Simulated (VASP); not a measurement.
Calculation: revPBE GGA, VASP's PBE PAW potentials (set 64) (plane waves; VASP).

The input files of a VASP run:

### KPOINTS
```
Automatic mesh
0
Gamma
6 6 6
0 0 0
```

POSCAR:
```
CdTe
1
    0.0000000000     3.2400000000     3.2400000000
    3.2400000000     0.0000000000     3.2400000000
    3.2400000000     3.2400000000     0.0000000000
Cd Te
1 1
Direct
  0.0000000000   0.0000000000   0.0000000000
  0.2500000000   0.2500000000   0.2500000000
```

### INCAR
```
# general
SYSTEM =CdTe
PREC   =Accurate
ENCUT  =520
LREAL  =.FALSE.   # projection in real space or not
LASPH  =.TRUE.

# electronic loop
EDIFF  =1E-6   # SCF stop (eV)
NELM   =100
ALGO   =Normal   # blocked Davidson
LMAXMIX=4

# smearing
ISMEAR =0   # Gaussian
SIGMA  =0.05

# functional
GGA    =RE

# ions
IBRION =2
NSW    =60   # most ionic steps
ISIF   =3
EDIFFG =-0.01

# output
LWAVE  =.FALSE.
LCHARG =.FALSE.
```

POTCAR, in this order: Cd Te (PBE.64 set). Program: vasp_std.

What VASP printed:

File OSZICAR:
```
       N       E                     dE             d eps       ncg     rms          rms(c)
DAV:   1     0.105560950158E+03    0.10556E+03   -0.85470E+03   424   0.121E+03
DAV:   2    -0.314567176684E+00   -0.10588E+03   -0.10252E+03   466   0.279E+02
DAV:   3    -0.435430067398E+01   -0.40397E+01   -0.40342E+01   516   0.574E+01
DAV:   4    -0.439303923143E+01   -0.38739E-01   -0.38735E-01   589   0.497E+00
DAV:   5    -0.439314605477E+01   -0.10682E-03   -0.10682E-03   476   0.248E-01    0.596E+00
DAV:   6    -0.418788359911E+01    0.20526E+00   -0.43068E-01   471   0.857E+00    0.473E+00
DAV:   7    -0.417508038191E+01    0.12803E-01   -0.13275E-01   466   0.270E+00    0.174E+00
DAV:   8    -0.417742564126E+01   -0.23453E-02   -0.12447E-02   421   0.154E+00    0.523E-01
DAV:   9    -0.417826321993E+01   -0.83758E-03   -0.14147E-03   464   0.415E-01    0.123E-01
DAV:  10    -0.417843699514E+01   -0.17378E-03   -0.19963E-04   446   0.137E-01    0.564E-02
DAV:  11    -0.417855016972E+01   -0.11317E-03   -0.22836E-04   436   0.102E-01    0.316E-02
DAV:  12    -0.417854971886E+01    0.45086E-06   -0.40018E-06   476   0.213E-02
   1 F= -.41785497E+01 E0= -.41785497E+01  d E =-.417855E+01
       N       E                     dE             d eps       ncg     rms          rms(c)
DAV:   1    -0.643218111379E+01   -0.22536E+01   -0.49670E+01   446   0.955E+01    0.153E+01
DAV:   2    -0.456824485322E+01    0.18639E+01   -0.43731E+00   426   0.347E+01    0.491E+00
DAV:   3    -0.431498556945E+01    0.25326E+00   -0.47007E-01   451   0.843E+00    0.452E+00
DAV:   4    -0.425625079045E+01    0.58735E-01   -0.92658E-02   451   0.234E+00    0.124E+00
DAV:   5    -0.425433926777E+01    0.19115E-02   -0.51317E-03   444   0.659E-01    0.383E-01
DAV:   6    -0.425468664737E+01   -0.34738E-03   -0.16293E-03   451   0.371E-01    0.149E-01
DAV:   7    -0.425473796090E+01   -0.51314E-04   -0.17083E-04   486   0.159E-01    0.366E-02
DAV:   8    -0.425482235265E+01   -0.84392E-04   -0.14292E-04   436   0.802E-02    0.896E-03
DAV:   9    -0.425482788560E+01   -0.55330E-05   -0.12514E-05   476   0.411E-02    0.613E-03
DAV:  10    -0.425483073004E+01   -0.28444E-05   -0.53099E-06   436   0.159E-02    0.149E-03
DAV:  11    -0.425483097213E+01   -0.24209E-06   -0.15184E-07   343   0.289E-03
   2 F= -.42548310E+01 E0= -.42548310E+01  d E =-.762813E-01
       N       E                     dE             d eps       ncg     rms          rms(c)
DAV:   1    -0.433112762315E+01   -0.76297E-01   -0.15412E+00   461   0.157E+01    0.196E+00
DAV:   2    -0.426563782347E+01    0.65490E-01   -0.18197E-01   451   0.642E+00    0.608E-01
DAV:   3    -0.425872562606E+01    0.69122E-02   -0.17297E-02   436   0.136E+00    0.508E-01
DAV:   4    -0.425788549379E+01    0.84013E-03   -0.17143E-03   451   0.326E-01    0.102E-01
DAV:   5    -0.425786425230E+01    0.21241E-04   -0.19593E-04   426   0.174E-01    0.695E-02
DAV:   6    -0.425788280748E+01   -0.18555E-04   -0.63952E-05   464   0.830E-02    0.210E-02
DAV:   7    -0.425788186858E+01    0.93890E-06   -0.38077E-06   476   0.221E-02
   3 F= -.42578819E+01 E0= -.42578819E+01  d E =-.793321E-01
```

OUTCAR:
```
------------------------ aborting loop because EDIFF is reached ----------------------------------------
  FORCE on cell =-STRESS in cart. coord.  units (eV):
  Direction    XX          YY          ZZ          XY          YZ          ZX
  --------------------------------------------------------------------------------------
  Total        0.0039141      0.0039141      0.0039141      0.0000000      0.0000000      0.0000000
  in kB        0.0835636      0.0835636      0.0835636      0.0000000      0.0000000      0.0000000
  external PRESSURE =       0.0835636 kB  Pullay stress =       0.0000000 kB
  volume of cell :       75.05
      direct lattice vectors                 reciprocal lattice vectors
     0.000000000  3.347853568  3.347853568    -0.149349423  0.149349423  0.149349423
     3.347853568  0.000000000  3.347853568     0.149349423 -0.149349423  0.149349423
     3.347853568  3.347853568 -0.000000000     0.149349423  0.149349423 -0.149349423
  FREE ENERGIE OF THE ION-ELECTRON SYSTEM (eV)
  ---------------------------------------------------
  free  energy   TOTEN  =        -4.2578818686 eV

  energy  without entropy=       -4.2578818686  energy(sigma->0) =       -4.25788187

 reached required accuracy - stopping structural energy minimisation
```
(Selected blocks of OUTCAR.)

### CONTCAR
```
CdTe
   1.00000000000000
     0.0000000000000000    3.3478535678326788    3.3478535678326788
     3.3478535678326788    0.0000000000000000    3.3478535678326788
     3.3478535678326788    3.3478535678326788   -0.0000000000000000
  Cd              Te
     1     1
Direct
     0.0000000000000000    0.0000000000000000    0.0000000000000000
     0.2500000000000000    0.2500000000000000    0.2500000000000000
```

### OUTCAR
```
 val. band max:        1.6025653952   @ k =   0.0000   0.0000   0.0000

 cond. band min:       2.1926907170   @ k =   0.0000   0.0000   0.0000


 Fermi energy:         1.8449691633

 k-point     1 :       0.0000    0.0000    0.0000
  band No.  band energies     occupation
      1      -9.0259      2.00000
      2      -6.4077      2.00000
      3      -6.4077      2.00000
      4      -6.4077      2.00000
      5      -6.2147      2.00000
      6      -6.2147      2.00000
      7       1.6026      2.00000
      8       1.6026      2.00000
      9       1.6026      2.00000
     10       2.1927      0.00000
     11       6.3021      0.00000
     12       6.3021      0.00000
     13       6.3021      0.00000

 k-point     2 :       0.1667    0.0000    0.0000
  band No.  band energies     occupation
      1      -8.9488      2.00000
      2      -6.3939      2.00000
      3      -6.3939      2.00000
      4      -6.3330      2.00000
      5      -6.2153      2.00000
      6      -6.2153      2.00000
      7       0.0191      2.00000
      8       1.4189      2.00000
      9       1.4189      2.00000
     10       3.2929      0.00000
     11       6.3734      0.00000
     12       6.5975      0.00000
     13       6.5975      0.00000

 k-point     3 :       0.3333    0.0000    0.0000
  band No.  band energies     occupation
      1      -8.7962      2.00000
      2      -6.3701      2.00000
      3      -6.3701      2.00000
      4      -6.2121      2.00000
      5      -6.2121      2.00000
      6      -6.1071      2.00000
      7      -1.5696      2.00000
      8       1.1045      2.00000
      9       1.1045      2.00000
     10       3.4817      0.00000
     11       6.8800      0.00000
     12       6.8800      0.00000
     13       7.7200      0.00000

 k-point     4 :       0.5000    0.0000    0.0000
  band No.  band energies     occupation
      1      -8.7220      2.00000
      2      -6.3607      2.00000
      3      -6.3607      2.00000
...
```

Energy and stress use the plane-wave basis of the starting cell. Unless said otherwise, spin-orbit coupling is left out, though it shifts the bands of the heavy elements here.

The compound is CdTe in the zinc blende structure. This run relaxes it. Symmetry was kept, so distortions that lower it aren't found.
